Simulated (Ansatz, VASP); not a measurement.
# Two plane-wave programs on NaMgF3

```
CELL_PARAMETERS angstrom
3.95084 0.00000 0.00000
0.00000 3.95084 0.00000
0.00000 0.00000 3.95084
ATOMIC_POSITIONS crystal
Na 0.00000 0.00000 0.00000
Mg 0.50000 0.50000 0.48102
F 0.50000 0.50000 0.00000
F 0.50000 0.00000 0.50000
F 0.00000 0.50000 0.50000
```

Change from the starting cell: all Mg atoms moved +0.075 Å, as atom 2 towards its neighbour atom 3 (F) at 1.975 Å.

Alike in both runs: task single point; functional LDA; k mesh 6 × 6 × 6; occupations gaussian, width 0.05 eV; no spin polarisation.

|  | VASP | Ansatz |
| --- | --- | --- |
| version | VASP 6.6.1 | Ansatz 0.2.0 |
| potentials or method | VASP PAW LDA potentials, release 64 (Na_pv, Mg, F) | scalar-relativistic, plane waves, PAW |
| plane-wave cutoff (eV) | 520 | 420 |
| valence electrons in the cell | 30 | 40 |

Ansatz gave:

| Property | Result |
| --- | --- |
| gap on the k mesh at the Fermi level (eV) | 5.62 |
| least direct gap on the mesh (eV) | 6.08 |
| pressure (GPa) | -6.3 |
| largest component of the traceless stress (GPa) | 0.54 |
| rms of the force components (eV/Å) | 0.238 |

Task: Which values does VASP return?

Result: gap on the k mesh at the Fermi level (eV): 5.60; least direct gap on the mesh (eV): 6.06; pressure (GPa): -7.2; largest component of the traceless stress (GPa): 0.56; rms of the force components (eV/Å): 0.244.

Atom by atom the forces differ by 0.006 eV/Å (rms over components). The two sets of potentials don't hold the same shells in valence.

A k mesh can miss the band edges.
